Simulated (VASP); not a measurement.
Consider the following.

```yaml
crystal:
  lattice:
    - [3.46350, 0.00000, 0.00000]
    - [0.00000, 3.46350, 0.00000]
    - [0.00000, 0.00000, 3.46350]
  atoms:
    - { symbol: Si, position: [0.00000, 0.00000, 0.00000] }
    - { symbol: Ni, position: [0.00000, 0.50000, 0.50000] }
    - { symbol: Ni, position: [0.50000, 0.00000, 0.47835] }
    - { symbol: Ni, position: [0.50000, 0.50000, 0.00000] }
```

Calculation: r2SCAN meta-GGA, VASP's PBE PAW potentials (set 64) (plane waves; VASP). Numerical set-up: 480 eV cut-off, 8×8×8 Γ-centred mesh, first-order Methfessel-Paxton smearing of 0.10 eV, potentials Si Ni.

Task: Estimate the energy per atom (σ→0), largest force, band gap (on the k-mesh) with the smallest direct gap where there is one.

Result: 
```
Property                                                    Result
------------------------  ----------------------------------------
band gap (on the k-mesh)  none (metal, semimetal or under 0.01 eV)
energy per atom (σ→0)                              -11586 meV/atom
largest force                                           0.759 eV/Å
```

Only differences to runs with the same potentials and settings are physical.

The compound is Ni3Si in the L1_2 structure. This cell was strained or had an atom moved on purpose. The run is not spin-polarised, so no magnetic state was tried.
